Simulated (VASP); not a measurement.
```xyz
2
Lattice="0.0000 2.2113 2.2113 2.2113 0.0000 2.2113 2.2113 2.2113 0.0000" Properties=species:S:1:pos:R:3 pbc="T T T"
Nb     2.2113     2.2113     2.2113
N      0.0000     0.0000     0.0000
```

Level of theory: PBE GGA, VASP's PBE PAW potentials (set 64) (plane waves; VASP). Settings: 400 eV cut-off, 17×17×17 Γ-centred mesh, Fermi-Dirac smearing of 0.10 eV, potentials Nb_sv N.

Q: Give the energies of bands 6 to 12 at the high-symmetry points, in eV from the Fermi level.

A: 
```csv
band,Γ,X,U,L,W
6,-3.27,-5.70,-6.70,-8.98,-6.56
7,-3.27,-4.91,-5.92,-6.92,-5.94
8,-3.27,-3.94,-5.53,-6.92,-5.94
9,-1.94,-3.94,-1.85,1.45,-0.09
10,-1.94,1.57,1.95,1.45,-0.09
11,-1.94,2.72,2.12,1.94,2.73
12,-0.13,2.72,3.94,4.48,3.32
```

It has no gap at this level: it comes out as a metal or semimetal.

The structure comes from a computed database's NbN entry; how it stands against other phases isn't given here. The cell was not relaxed at this level. VASP warned that the highest band is occupied, so more bands are needed.
